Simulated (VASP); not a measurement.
Given:

```
Ga3Sc
1.0
    4.08176     0.00000     0.00000
    0.00000     4.08176     0.00000
    0.00000     0.00000     4.08176
Sc Ga
1 3
Direct
  0.00000   0.00000   0.00000
  0.50000   0.50000   0.00000
  0.00000   0.50000   0.50000
  0.50000   0.00000   0.50000
```

Method: PBEsol GGA, VASP's PBE PAW potentials (set 64) (plane waves; VASP). Run with 300 eV cut-off, 11×11×11 Γ-centred mesh, Fermi-Dirac smearing of 0.14 eV, potentials Sc_sv Ga_d.

Question: Give the energies of bands 20 to 29 at the high-symmetry points, in eV from the Fermi level.

Answer: 
```
band       Γ      X      M      R
----  ------  -----  -----  -----
20    -11.04  -9.15  -7.62  -5.70
21     -3.20  -8.15  -6.54  -5.70
22     -3.20  -1.71  -6.54  -5.70
23     -2.00  -1.71  -4.43  -4.58
24     -2.00  -1.24  -0.47  -3.11
25     -2.00  -1.24  -0.47  -3.11
26      1.73   1.45   1.36  -3.11
27      1.73   1.45   2.00   2.31
28      1.73   1.84   2.27   2.54
29      3.02   1.89   2.28   2.54
```

It has no gap at this level: it comes out as a metal or semimetal.

The structure comes from a computed database's ScGa3 entry; how it stands against other phases isn't given here. The cell was not relaxed at this level.
